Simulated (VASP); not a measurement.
Input:

```
CELL_PARAMETERS angstrom
      6.40253     0.00000     0.00000
     -3.20127     5.54476     0.00000
      0.00000     0.00000     7.19884
ATOMIC_POSITIONS crystal
  Ba 0.50000 0.00000 0.00000
  Ba 0.50000 0.50000 0.33333
  Ba 0.00000 0.50000 0.66667
  Si 0.10465 0.20931 0.00000
  Si 0.89535 0.10465 0.33333
  Si 0.79069 0.89535 0.66667
  Si 0.89535 0.79069 0.00000
  Si 0.10465 0.89535 0.33333
  Si 0.20931 0.10465 0.66667
```

Level of theory: PBEsol GGA, VASP's PBE PAW potentials (set 64) (plane waves; VASP). Run with 400 eV cut-off, Gaussian smearing of 0.050 eV, potentials Ba_sv Si.

Unless said otherwise, spin-orbit coupling is left out, though it shifts the bands of the heavy elements here.

Estimate the band gap (along the path) with the smallest direct gap where there is one.

| Quantity | Value |
|---|---|
| band gap (along the path) | none (metal, semimetal or under 0.01 eV) |

The absolute energy has meaning only against runs of the same code, potentials and settings.

The structure was generated: BaSi2 was put into the CrSi2 type (P6_222), which need not be its known phase. It was relaxed first.
